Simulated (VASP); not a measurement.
Here is the system:

```
Ta
1.0
   -2.61184     2.61184     1.39016
    2.61184    -2.61184     1.39016
    2.61184     2.61184    -1.39016
Ta
2
Direct
  0.75000   0.25000   0.50000
  0.00000   0.00000   0.00000
```

Computed with PBEsol GGA, VASP's PBE PAW potentials (set 64) (plane waves; VASP). Numerical set-up: 400 eV cut-off, Gaussian smearing of 0.050 eV, potentials Ta_pv.

Question: Give the energies of bands 7 to 14 at the high-symmetry points, in eV from the Fermi level.

Answer: 
```csv
band,Γ,X,M,Z,P,N
7,-7.96,-4.63,-4.37,-2.83,-3.20,-3.99
8,-4.44,-4.63,-4.37,-2.83,-3.20,-3.62
9,-2.46,-1.73,-1.12,-2.05,-3.06,-2.16
10,-2.33,-1.73,-1.12,-1.55,-3.06,-1.35
11,-1.17,-0.04,-0.06,-0.33,0.95,0.49
12,3.34,-0.04,-0.06,0.52,0.95,0.80
13,3.34,1.51,2.39,1.64,3.46,0.94
14,3.42,1.51,2.39,1.64,3.46,3.11
```

It has no gap at this level: it comes out as a metal or semimetal.

The structure was generated: Ta was put into the beta-Sn type (I4_1/amd), which need not be its known phase. It was relaxed first.
